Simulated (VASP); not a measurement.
Output of a VASP run:

OUTCAR:
```
 ion  position               nearest neighbor table
   1  0.904  0.904  0.000-   2 1.12
   2  0.096  0.096  0.000-   1 1.12
   3  0.596  0.404  0.500-   4 1.12
   4  0.404  0.596  0.500-   3 1.12
  LATTYP: Found a simple tetragonal cell.
 ALAT       =     4.1473630000
 C/A-ratio  =     1.3089695790
 Subroutine PRICEL returns:
 Original cell was already a primitive cell.
 Subroutine GETGRP returns: Found 16 space group operations
The static configuration has the point symmetry D_2h.
 The point group associated with its full space group is D_4h.
The dynamic configuration has the point symmetry D_2h.
 Subroutine INISYM returns: Found 16 space group operations
 Subroutine IBZKPT returns following result:
 Found     30 irreducible k-points:

 Following reciprocal coordinates:
            Coordinates               Weight
  0.000000  0.000000  0.000000      1.000000
  0.166667  0.000000  0.000000      4.000000
  0.333333  0.000000  0.000000      4.000000
  0.500000  0.000000  0.000000      2.000000
  0.166667  0.166667  0.000000      4.000000
  0.333333  0.166667  0.000000      8.000000
  0.500000  0.166667  0.000000      4.000000
  0.333333  0.333333  0.000000      4.000000
  0.500000  0.333333  0.000000      4.000000
  0.500000  0.500000  0.000000      1.000000
  0.000000  0.000000  0.250000      2.000000
  0.166667  0.000000  0.250000      8.000000
  0.333333  0.000000  0.250000      8.000000
  0.500000  0.000000  0.250000      4.000000
  0.166667  0.166667  0.250000      8.000000
  0.333333  0.166667  0.250000     16.000000
  0.500000  0.166667  0.250000      8.000000
  0.333333  0.333333  0.250000      8.000000
  0.500000  0.333333  0.250000      8.000000
  0.500000  0.500000  0.250000      2.000000
  0.000000  0.000000  0.500000      1.000000
  0.166667  0.000000  0.500000      4.000000
  0.333333  0.000000  0.500000      4.000000
  0.500000  0.000000  0.500000      2.000000
  0.166667  0.166667  0.500000      4.000000
  0.333333  0.166667  0.500000      8.000000
  0.500000  0.166667  0.500000      4.000000
  0.333333  0.333333  0.500000      4.000000
  0.500000  0.333333  0.500000      4.000000
  0.500000  0.500000  0.500000      1.000000
 Subroutine IBZKPT_HF returns following result:
   k-points           NKPTS =     30   k-points in BZ     NKDIM =     30   number of bands    NBANDS=     14
   number of dos      NEDOS =    301   number of ions     NIONS =      4
   total plane-waves  NPLWV =  28224
   dimension x,y,z NGX =    28 NGY =   28 NGZ =   36
   dimension x,y,z NGXF=    56 NGYF=   56 NGZF=   72
   ions per type =               4
   PREC   = accura    normal or accurate (medium, high low for compatibility)
   ISTART =      0    job   : 0-new  1-cont  2-samecut
   ICHARG =      2    charge: 1-file 2-atom 10-const
   ISPIN  =      1    spin polarized calculation?
   LNONCOLLINEAR =      F non collinear calculations
   LSORBIT =      F    spin-orbit coupling
   INIWAV =      1    electr: 0-lowe 1-rand  2-diag
   ENCUT  =  400.0 eV  29.40 Ry    5.42 a.u.   6.76  6.76  8.85*2*pi/ulx,y,z
   NELM   =    100;   NELMIN=  2; NELMDL= -5     # of ELM steps
   EDIFF  = 0.1E-07   stopping-criterion for ELM
   LREAL  =      F    real-space projection
   NLSPLINE    = F    spline interpolate recip. space projectors
   LMAXMIX     =    2 max onsite mixed and CHGCAR
   VOSKOWN=      0    Vosko Wilk Nusair interpolation
   EDIFFG = 0.1E-06   stopping-criterion for IOM
   NSW    =      1    number of steps for IOM
   NBLOCK =      1;   KBLOCK =      1    inner block; outer block
   IBRION =      8    ionic relax: 0-MD 1-quasi-New 2-CG
   NFREE  =      0    steps in history (QN), initial steepest desc. (CG)
   ISIF   =      2    stress and relaxation
   ISYM   =      2    0-nonsym 1-usesym 2-fastsym
   TEIN   =    0.0    initial temperature
   TEBEG  =    0.0;   TEEND  =   0.0 temperature during run
...
```

**OSZICAR**
```
...
RMM:   6    -0.146269972300E+00    0.13189E-03   -0.30496E-05  1302   0.327E-02    0.662E-03
RMM:   7    -0.146392562743E+00   -0.12259E-03   -0.22487E-06  1281   0.110E-02    0.131E-03
RMM:   8    -0.146468985613E+00   -0.76423E-04   -0.17645E-07  1314   0.304E-03    0.290E-04
RMM:   9    -0.146470498538E+00   -0.15129E-05   -0.12253E-08  1391   0.666E-04    0.498E-05
RMM:  10    -0.146468289898E+00    0.22086E-05   -0.52161E-10  1004   0.130E-04    0.218E-05
RMM:  11    -0.146468299019E+00   -0.91211E-08   -0.25800E-11   578   0.563E-05    0.628E-06
 Linear response DOF=           2
 Linear response progress:
  Degree of freedom:   1/  2
       N       E                     dE             d eps       ncg     rms          rms(c)
RMM:   1    -0.288273331885E+00   -0.28827E+00   -0.26491E-01  3858   0.399E+00
RMM:   2    -0.226222459158E+00    0.62051E-01    0.16914E-02  2535   0.843E-01    0.425E-01
RMM:   3    -0.227376070130E+00   -0.11536E-02   -0.24946E-03  2515   0.446E-01    0.223E-01
RMM:   4    -0.228204336374E+00   -0.82827E-03   -0.31447E-03  2536   0.291E-01    0.731E-02
RMM:   5    -0.228233498815E+00   -0.29162E-04   -0.50904E-04  2637   0.521E-02    0.390E-02
RMM:   6    -0.228235519334E+00   -0.20205E-05   -0.16457E-06  2554   0.340E-02    0.494E-03
RMM:   7    -0.228247805506E+00   -0.12286E-04    0.38419E-08  2686   0.941E-03    0.180E-03
RMM:   8    -0.228238927279E+00    0.88782E-05   -0.36427E-06  2832   0.204E-03    0.373E-04
RMM:   9    -0.228239655181E+00   -0.72790E-06    0.14619E-06  2862   0.815E-04    0.169E-04
RMM:  10    -0.228240030133E+00   -0.37495E-06    0.35227E-08  2760   0.197E-04    0.734E-05
RMM:  11    -0.228239940709E+00    0.89424E-07   -0.70012E-07  2848   0.106E-04    0.308E-05
RMM:  12    -0.228239785865E+00    0.15484E-06   -0.13210E-07  2898   0.433E-05    0.902E-06
RMM:  13    -0.228239724133E+00    0.61732E-07    0.20254E-07  2863   0.157E-05    0.358E-06
RMM:  14    -0.228239723125E+00    0.10081E-08    0.64768E-08  2760   0.590E-06    0.158E-06
 Linear response progress:
  Degree of freedom:   2/  2
       N       E                     dE             d eps       ncg     rms          rms(c)
RMM:   1    -0.219877281610E+00   -0.21988E+00    0.64027E-02  2353   0.319E+00
RMM:   2    -0.221345501389E+00   -0.14682E-02   -0.40099E-03  1931   0.441E-01    0.281E-01
RMM:   3    -0.221832551423E+00   -0.48705E-03   -0.42561E-04  1669   0.160E-01    0.145E-01
RMM:   4    -0.222751670959E+00   -0.91912E-03   -0.24223E-04  1822   0.121E-01    0.248E-02
RMM:   5    -0.222598813111E+00    0.15286E-03   -0.96783E-06  2069   0.209E-02    0.307E-03
RMM:   6    -0.222587442582E+00    0.11371E-04   -0.32060E-07  2160   0.346E-03    0.878E-04
RMM:   7    -0.222583131020E+00    0.43116E-05   -0.21130E-08  2114   0.661E-04    0.286E-04
RMM:   8    -0.222584062394E+00   -0.93137E-06   -0.53173E-10  2100   0.283E-04    0.698E-05
RMM:   9    -0.222583932894E+00    0.12950E-06   -0.11088E-09  2197   0.948E-05    0.301E-05
RMM:  10    -0.222583822948E+00    0.10995E-06    0.21375E-10  2160   0.439E-05    0.171E-05
RMM:  11    -0.222583969925E+00   -0.14698E-06   -0.55805E-10  2186   0.221E-05    0.222E-06
RMM:  12    -0.222583979135E+00   -0.92103E-08   -0.39467E-10  1998   0.385E-06    0.807E-07
 Linear response finished
```

File OUTCAR:
```
------------------------ aborting loop because EDIFF is reached ----------------------------------------

 HEAD OF MICROSCOPIC STATIC DIELECTRIC TENSOR (INDEPENDENT PARTICLE, excluding Hartree and local field effects)
 ------------------------------------------------------
           2.088652     0.000000     0.000000
          -0.000000     2.088652     0.000000
           0.000000     0.000000     1.659577
 ------------------------------------------------------

 MACROSCOPIC STATIC DIELECTRIC TENSOR (including local field effects in DFT)
 ------------------------------------------------------
           1.658560     0.000000     0.000000
           0.000000     1.658560     0.000000
           0.000000     0.000000     1.519189
 ------------------------------------------------------

 PIEZOELECTRIC TENSOR (including local field effects)  for field in x, y, z        (e  Angst)
          XX          YY          ZZ          XY          YZ          ZX
  --------------------------------------------------------------------------------
  x     0.00000     0.00000     0.00000     0.00000     0.00000     0.00000
  y     0.00000     0.00000     0.00000     0.00000     0.00000     0.00000
  z     0.00000     0.00000     0.00000     0.00000     0.00000     0.00000

 PIEZOELECTRIC TENSOR (including local field effects)  for field in x, y, z        (C/m^2)
          XX          YY          ZZ          XY          YZ          ZX
  --------------------------------------------------------------------------------
  x     0.00000     0.00000     0.00000     0.00000     0.00000     0.00000
  y     0.00000     0.00000     0.00000     0.00000     0.00000     0.00000
  z     0.00000     0.00000     0.00000     0.00000     0.00000     0.00000

 BORN EFFECTIVE CHARGES (including local field effects) (in |e|, cummulative output)
 ---------------------------------------------------------------------------------
 ion    1
    1     0.00000    -0.00161     0.00000
    2    -0.00161     0.00000     0.00000
    3     0.00000     0.00000     0.00000
 ion    2
    1     0.00000    -0.00161     0.00000
    2    -0.00161     0.00000     0.00000
    3     0.00000     0.00000     0.00000
 ion    3
    1     0.00000     0.00161     0.00000
    2     0.00161     0.00000     0.00000
    3     0.00000     0.00000     0.00000
 ion    4
    1     0.00000     0.00161     0.00000
    2     0.00161     0.00000     0.00000
    3     0.00000     0.00000     0.00000

   1 f  =   68.660662 THz   431.407662 2PiTHz 2290.273154 cm-1   283.957553 meV
             X         Y         Z           dx          dy          dz
      3.750377  3.750377  0.000000     0.353553    0.353553    0.000000
      0.396986  0.396986  0.000000    -0.353553   -0.353553   -0.000000
      2.470667  1.676696  2.714386     0.353553   -0.353553    0.000000
      1.676696  2.470667  2.714386    -0.353553    0.353553    0.000000

   2 f  =   67.518733 THz   424.232709 2PiTHz 2252.182496 cm-1   279.234916 meV
             X         Y         Z           dx          dy          dz
      3.750377  3.750377  0.000000     0.353553    0.353553   -0.000000
      0.396986  0.396986  0.000000    -0.353553   -0.353553    0.000000
      2.470667  1.676696  2.714386    -0.353553    0.353553   -0.000000
      1.676696  2.470667  2.714386     0.353553   -0.353553    0.000000

   3 f  =    9.317310 THz    58.542386 2PiTHz  310.792013 cm-1    38.533281 meV
             X         Y         Z           dx          dy          dz
      3.750377  3.750377  0.000000    -0.353553    0.353553    0.000000
      0.396986  0.396986  0.000000     0.353553   -0.353553   -0.000000
      2.470667  1.676696  2.714386    -0.353553   -0.353553   -0.000000
      1.676696  2.470667  2.714386     0.353553    0.353553    0.000000

...
```
(Selected blocks of OUTCAR.)

POSCAR:
```
N2
1
    4.1473630000     0.0000000000     0.0000000000
    0.0000000000     4.1473630000     0.0000000000
    0.0000000000     0.0000000000     5.4287720000
N
4
Direct
  0.9042800000   0.9042800000   0.0000000000
  0.0957200000   0.0957200000   0.0000000000
  0.5957200000   0.4042800000   0.5000000000
  0.4042800000   0.5957200000   0.5000000000
```

Task: Write an INCAR and KPOINTS that could have produced this output.

Result: This is not unique; one that fits is the input of the run itself, LDA (Ceperley-Alder, Perdew-Zunger), plane waves, VASP's LDA PAW potentials (set 64).

**INCAR**
```
SYSTEM = N2
PREC = Accurate; ENCUT = 400; LREAL = .FALSE.
LASPH = .TRUE.
EDIFF = 1E-8; NELM = 100; ALGO = Normal
ISMEAR = 0; SIGMA = 0.01
IBRION = 8; NSW = 1; ISIF = 2
LWAVE = .FALSE.; LCHARG = .FALSE.
LEPSILON = .TRUE.
```

KPOINTS:
```
Automatic mesh
0
Gamma
6 6 4
0 0 0
```

POTCAR, in this order: N (LDA.64 set). Program: vasp_std.

At this cut-off the stress carries a Pulay error, which pulls relaxed volumes low.

The structure comes from a computed database's N2 entry (P4_2/mnm); how it stands against other phases isn't given here. The cell was not relaxed at this level. The run is one of a series of settings (EDIFF = 1E-8, GGA removed, IBRION = 8, LEPSILON = .TRUE., NSW = 1, POTCAR N (LDA.64 set) against the base run), some of them coarse on purpose.
